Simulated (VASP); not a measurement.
PPt: equation of state with PBE

The system is PPt.

```
Pt P
1.0
     3.74303    0.00000    0.00000
    -1.87151    3.24156    0.00000
     0.00000    0.00000    6.35374
Pt P
2 2
Cartesian
  0.0000 2.1610 2.3630
  1.8715 1.0805 5.5398
  0.0000 2.1610 0.0197
  1.8715 1.0805 3.1966
```

The cell comes from a database or a generator and needn't be the stable form of this composition.

* Program: VASP 6.6.1
* Task: equation of state
* Functional: PBE
* Potentials or basis: VASP PAW PBE potentials, release 64 (Pt, P)
* Cutoff: 520 eV
* k mesh: 8 × 8 × 4
* Occupations: fermi-dirac, width 0.05 eV
* Spin: no spin polarisation

* Equilibrium volume: 19.27 Å³/atom
* Bulk modulus at fixed shape and positions: 135 GPa
* Pressure derivative of the bulk modulus: 5.0

Energy against volume, from the lowest point:
```csv
volume (Å³/atom),energy (meV/atom)
18.116,32.89
18.502,14.00
18.887,3.34
19.273,0.00
19.658,3.15
20.044,12.06
20.429,26.07
```

All runs of the series together: 3 min on 1 thread of Intel(R) Xeon(R) 6975P-C (Granite Rapids) (shared host).

Caveat: the cell was scaled at fixed shape and fractional positions, which overstates the stiffness of a crystal with free parameters, most of all of layers and chains. The run has no spin-orbit coupling, so splittings on Pt are missing.
